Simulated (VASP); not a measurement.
```
SnSe2
1.0
    1.90500    -3.29956     0.00000
    1.90500     3.29956     0.00000
    0.00000     0.00000     6.14000
Sn Se
1 2
Direct
  0.00000   0.00000   0.00000
  0.33333   0.66667   0.25000
  0.66667   0.33333   0.75000
```

These are PBE GGA, VASP's PBE PAW potentials (set 64) (plane waves; VASP) values and carry that method's errors. Numerical set-up: PREC = Low, 400 eV cut-off, 6×6×4 Γ-centred mesh, Gaussian smearing of 0.050 eV, potentials Sn_d Se.

Question: What does the run give for the energy per atom (σ→0), pressure, largest force?

Answer: 
The energy per atom (σ→0) comes out as -3.916 eV/atom, the pressure is 5.51 GPa and the largest force is 0.725 eV/Å.

The absolute energy has meaning only against runs of the same code, potentials and settings.

The compound is SnSe2 in the 1T layered structure. The cell was not relaxed at this level. The run is one of a series of settings (PREC = Low against the base run), some of them coarse on purpose.
